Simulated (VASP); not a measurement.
A convergence study with VASP on HgTe (zinc blende): one setting is varied, all else stays as given below, so the limit is that of these other settings.

```
CELL_PARAMETERS angstrom
      0.00000     3.23000     3.23000
      3.23000     0.00000     3.23000
      3.23000     3.23000     0.00000
ATOMIC_POSITIONS crystal
  Hg 0.00000 0.00000 0.00000
  Te 0.25000 0.25000 0.25000
```

These are PBEsol GGA, VASP's PBE PAW potentials (set 64) (plane waves; VASP) values and carry that method's errors. The tightest run used: 550 eV cut-off, 12×12×12 Monkhorst-Pack mesh, Gaussian smearing of 0.050 eV, potentials Hg Te.

| setting | E (eV/atom) | pressure (GPa) | irreducible k-points |
|---|---|---|---|
| 1×1×1 mesh | 3.8346 | 52.70 | 1 |
| 2×2×2 mesh | -2.1331 | 1.55 | 2 |
| 3×3×3 mesh | -2.0193 | 2.58 | 4 |
| 4×4×4 mesh | -2.1838 | 1.15 | 10 |
| 5×5×5 mesh | -2.1681 | 1.32 | 10 |

### Question
These are the cheaper rows. Estimate the results at 12×12×12 mesh, and how far the last row shown lies from them.

### Answer

```json
[
 {"quantity": "E (eV/atom)", "tightest run": "-2.1855", "last row shown is off by": "0.0174"},
 {"quantity": "pressure (GPa)", "tightest run": "1.14", "last row shown is off by": "0.18"}
]
```

Left out are rungs that failed or repeat a setting and relaxations that didn't move; long series are thinned to 24 rows.

The compound is HgTe in the zinc blende structure. The cell was not relaxed at this level.
